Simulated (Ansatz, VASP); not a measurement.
Ti4W in VASP and in Ansatz

```
Ti W
1.0
     2.88130    0.00000    0.00000
    -1.44065    2.49527    0.00000
     0.00000    0.00000    9.26475
Ti W
4 1
Direct
  0.33333 0.66667 0.86586
  0.33333 0.66667 0.37680
  0.66667 0.33333 0.13414
  0.66667 0.33333 0.62320
  0.00000 0.00000 0.00000
```

Change from the starting cell: species swapped into the Co4H type (P-3m1, No. 164).

Alike in both runs: task relaxation of cell and atoms; functional PBE; k mesh 6 × 6 × 2; occupations gaussian, width 0.1 eV; no spin polarisation.

|  | VASP | Ansatz |
| --- | --- | --- |
| version | VASP 6.6.1 | Ansatz 0.2.0 |
| potentials or method | VASP PAW PBE potentials, release 64 (Ti_sv, W_sv) | scalar-relativistic, plane waves, PAW |
| plane-wave cutoff (eV) | 600 | 420 |
| valence electrons in the cell | 62 | 62 |

|  | VASP | Ansatz | Ansatz less VASP |
| --- | --- | --- | --- |
| gap on the k mesh at the Fermi level, each at its own relaxed structure (eV) | none | none | - |
| relaxed volume (Å³/atom) | 16.96 | 17.04 | +0.073 |
| relaxed cell length with the largest relative difference (Å) | 11.825 | 11.859 | +0.0343 |
| energy change over the relaxation (meV/atom) | -2596 | -2524 | +71.9 |

A gap of «none» marks a metal or a gap that the smearing closes.

Caveats: the k mesh is coarse (spacing up to 0.42 Å⁻¹), so the values aren't converged; the volume moved by over 15 % at a fixed basis, so the end points are rough (VASP). Spin-orbit coupling is left out, which matters for the levels of W.
